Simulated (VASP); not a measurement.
The system is OH2, in a box.

```xyz
3
Lattice="12.0146 0.0000 0.0000 0.0000 12.5146 0.0000 0.0000 0.0000 13.0146" Properties=species:S:1:pos:R:3 pbc="T T T"
O     6.0369    6.2357    6.8787
H     5.9621    7.1022    6.4432
H     6.0186    5.5940    6.1479
```

Base run:

```yaml
Program: VASP 6.6.1
Functional: PBE
Potentials_or_basis: VASP PAW PBE potentials, release 64 (O, H)
Cutoff: 400 eV
k_mesh: 1 × 1 × 1
Occupations: gaussian, width 0.01 eV
Spin: no spin polarisation
```

Its results: gap between the frontier levels 6.21 eV; largest force 0.013 eV/Å.

Problem. The run is repeated on the same cell with these changes: functional from PBE to optB86b-vdW. What comes out?

Solution. Gap between the frontier levels 6.03 eV; largest force 0.054 eV/Å.

Caveats: the PAW data sets were made with another functional, which shifts forces and pressure a little (some runs).

A k mesh can miss the band edges.

Not every run made on this cell is shown here.
